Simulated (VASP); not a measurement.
Method: PBEsol GGA, VASP's PBE PAW potentials (set 64) (plane waves; VASP 6.6.1).

Input for VASP

### POSCAR
```
WC
1
    1.4179386789    -2.4559419179    -0.0000000000
    1.4179386789     2.4559419179     0.0000000000
    0.0000000000     0.0000000000     2.7771720258
W C
1 1
Direct
  0.0000000000   0.0000000000   0.0000000000
  0.3333330000   0.6666670000   0.5000000000
```

File KPOINTS:
```
Regular mesh
0
gamma
15 15 13
0 0 0
```

**INCAR**
```
SYSTEM = WC
PREC = Accurate
ENCUT = 620
EDIFF = 1E-6
NELM = 100
ALGO = Normal
LREAL = .FALSE.
LASPH = .TRUE.
ISMEAR = 1
SIGMA = 0.1
GGA = PS
LMAXMIX = 6
LWAVE = .FALSE.
LCHARG = .FALSE.
IBRION = 2
ISIF = 3
NSW = 40
EDIFFG = -0.02
PSTRESS = 300
```

POTCAR, in this order: W_sv C (PBE.64 set). Program: vasp_std.

The resulting files:

**OUTCAR**
```
 ion  position               nearest neighbor table
   1  0.000  0.000  0.000-   2 2.15   2 2.15   2 2.15   2 2.15   2 2.15   2 2.15
   2  0.333  0.667  0.500-   1 2.15   1 2.15   1 2.15   1 2.15   1 2.15   1 2.15
  LATTYP: Found a hexagonal cell.
 ALAT       =     2.8358774306
 C/A-ratio  =     0.9792990331
 Subroutine PRICEL returns:
 Original cell was already a primitive cell.
 Subroutine GETGRP returns: Found 12 space group operations
The static configuration has the point symmetry D_3h.
The dynamic configuration has the point symmetry D_3h.
 Subroutine INISYM returns: Found 12 space group operations
 Subroutine IBZKPT returns following result:
 Found    189 irreducible k-points:

 Following reciprocal coordinates:
            Coordinates               Weight
  0.000000  0.000000  0.000000      1.000000
  0.066667 -0.000000  0.000000      6.000000
  0.133333 -0.000000  0.000000      6.000000
  0.200000 -0.000000  0.000000      6.000000
  0.266667 -0.000000  0.000000      6.000000
  0.333333 -0.000000  0.000000      6.000000
  0.400000 -0.000000  0.000000      6.000000
  0.466667 -0.000000  0.000000      6.000000
...
```

### OSZICAR
```
       N       E                     dE             d eps       ncg     rms          rms(c)
DAV:   1     0.121517956883E+03    0.12152E+03   -0.10879E+04  4922   0.177E+03
DAV:   2    -0.223303215274E+02   -0.14385E+03   -0.14006E+03  5624   0.417E+02
DAV:   3    -0.266370094480E+02   -0.43067E+01   -0.42704E+01  5908   0.651E+01
DAV:   4    -0.266768455454E+02   -0.39836E-01   -0.39812E-01  5429   0.655E+00
DAV:   5    -0.266771401788E+02   -0.29463E-03   -0.29452E-03  5769   0.584E-01    0.382E+01
DAV:   6    -0.238756114712E+02    0.28015E+01   -0.81579E+00  5544   0.305E+01    0.115E+01
DAV:   7    -0.238165207376E+02    0.59091E-01   -0.30448E-01  5084   0.521E+00    0.719E+00
DAV:   8    -0.237867190664E+02    0.29802E-01   -0.49549E-02  5529   0.196E+00    0.858E-01
DAV:   9    -0.237858738045E+02    0.84526E-03   -0.31784E-03  5304   0.405E-01    0.127E-01
DAV:  10    -0.237857898567E+02    0.83948E-04   -0.21153E-04  5464   0.205E-01    0.556E-02
DAV:  11    -0.237857886079E+02    0.12488E-05   -0.15375E-05  5579   0.384E-02    0.820E-03
DAV:  12    -0.237857878584E+02    0.74943E-06   -0.27096E-06  4999   0.156E-02
   1 F= -.20164034E+02 E0= -.20164002E+02  d E =-.201640E+02
       N       E                     dE             d eps       ncg     rms          rms(c)
DAV:   1    -0.237928593774E+02   -0.70708E-02   -0.58082E-02  4999   0.304E+00    0.353E-01
DAV:   2    -0.237914819706E+02    0.13774E-02   -0.35970E-03  5114   0.668E-01    0.122E-01
DAV:   3    -0.237911147478E+02    0.36722E-03   -0.46326E-04  5264   0.202E-01    0.450E-02
DAV:   4    -0.237910623818E+02    0.52366E-04   -0.13100E-04  5434   0.112E-01    0.188E-02
DAV:   5    -0.237910619048E+02    0.47693E-06   -0.61929E-06  5064   0.244E-02
   2 F= -.20163835E+02 E0= -.20163791E+02  d E =0.198387E-03
       N       E                     dE             d eps       ncg     rms          rms(c)
DAV:   1    -0.237884732847E+02    0.25891E-02   -0.26182E-02  4999   0.204E+00    0.237E-01
DAV:   2    -0.237878569932E+02    0.61629E-03   -0.16032E-03  5119   0.446E-01    0.817E-02
DAV:   3    -0.237876927909E+02    0.16420E-03   -0.20816E-04  5254   0.136E-01    0.304E-02
DAV:   4    -0.237876699499E+02    0.22841E-04   -0.58580E-05  5429   0.749E-02    0.126E-02
DAV:   5    -0.237876700962E+02   -0.14629E-06   -0.28027E-06  4968   0.164E-02
   3 F= -.20164114E+02 E0= -.20164079E+02  d E =-.806497E-04
```

**OUTCAR**
```
------------------------ aborting loop because EDIFF is reached ----------------------------------------
  FORCE on cell =-STRESS in cart. coord.  units (eV):
  Direction    XX          YY          ZZ          XY          YZ          ZX
  --------------------------------------------------------------------------------------
  Total        3.5985778      3.5985781      3.6189007      0.0000000     -0.0000000     -0.0000000
  in kB      297.9320201    297.9320416    299.6145855      0.0000000     -0.0000000     -0.0000000
  external PRESSURE =      -1.5071176 kB  Pullay stress =     300.0000000 kB
  volume of cell :       19.35
      direct lattice vectors                 reciprocal lattice vectors
     1.417568423 -2.455300621 -0.000000000     0.352716660 -0.203641051 -0.000000000
     1.417568423  2.455300621  0.000000000     0.352716660  0.203641051  0.000000000
     0.000000000 -0.000000000  2.780005137     0.000000000 -0.000000000  0.359711566
 POSITION                                       TOTAL-FORCE (eV/Angst)
 -----------------------------------------------------------------------------------
      0.00000     -0.00000      2.78001         0.000000     -0.000000     -0.000000
      1.41757      0.81844      1.39000        -0.000000      0.000000      0.000000
 -----------------------------------------------------------------------------------
    total drift:                                0.000000     -0.000367      0.000000
  FREE ENERGIE OF THE ION-ELECTRON SYSTEM (eV)
  ---------------------------------------------------
  free  energy   TOTEN  =       -23.7876700962 eV

  energy  without entropy=      -23.7875641477  energy(sigma->0) =      -23.78763478
  enthalpy is  TOTEN    =       -20.1641141520 eV   P V=        3.6235559442

 reached required accuracy - stopping structural energy minimisation
```
(Selected blocks of OUTCAR.)

CONTCAR:
```
WC
   1.00000000000000
     1.4175684234910138   -2.4553006214781834   -0.0000000000000000
     1.4175684234910138    2.4553006214781834    0.0000000000000000
     0.0000000000000000   -0.0000000000000000    2.7800051366293697
  W               C
     1     1
Direct
     0.0000000000000000    0.0000000000000000    1.0000000000000000
     0.3333330000000032    0.6666669999999968    0.5000000000000000
```

**OUTCAR**
```
 val. band max:       11.9480456151   @ k =   0.1333  -0.0000   0.3846

 cond. band min:      11.9686879948   @ k =   0.4667   0.0667   0.3846


 Fermi energy:        11.9590530231

 k-point     1 :       0.0000    0.0000    0.0000
  band No.  band energies     occupation
      1     -61.8316      2.00000
      2     -25.8313      2.00000
      3     -25.6767      2.00000
      4     -25.6767      2.00000
      5      -3.0121      2.00000
      6       7.2012      2.00000
      7       8.3578      2.00000
      8       8.3578      2.00000
      9      12.0458     -0.01066
     10      15.5114      0.00000
     11      15.5114      0.00000
     12      17.9905      0.00000
     13      17.9906      0.00000

 k-point     2 :       0.0667   -0.0000    0.0000
  band No.  band energies     occupation
      1     -61.8280      2.00000
      2     -25.8249      2.00000
      3     -25.7260      2.00000
      4     -25.6877      2.00000
      5      -2.8819      2.00000
      6       7.2522      2.00000
      7       8.1794      2.00000
      8       8.4799      2.00000
      9      11.6579      2.00017
     10      15.4621      0.00000
     11      15.9363      0.00000
     12      17.7341      0.00000
     13      17.9001      0.00000

 k-point     3 :       0.1333   -0.0000    0.0000
  band No.  band energies     occupation
      1     -61.8179      2.00000
      2     -25.8635      2.00000
      3     -25.8068      2.00000
      4     -25.7185      2.00000
      5      -2.5075      2.00000
      6       7.1546      2.00000
      7       7.9790      2.00000
      8       8.8324      2.00000
      9      10.8497      2.00000
     10      15.3258      0.00000
     11      16.8299      0.00000
     12      17.0837      0.00000
     13      17.6667      0.00000

 k-point     4 :       0.2000   -0.0000    0.0000
  band No.  band energies     occupation
      1     -61.8030      2.00000
      2     -26.0614      2.00000
      3     -25.7799      2.00000
...
```

Unless said otherwise, spin-orbit coupling is left out, though it shifts the bands of the heavy elements here.

The compound is WC in the wc structure. This run relaxes it under an external pressure of 30 GPa. Symmetry was kept, so distortions that lower it aren't found.
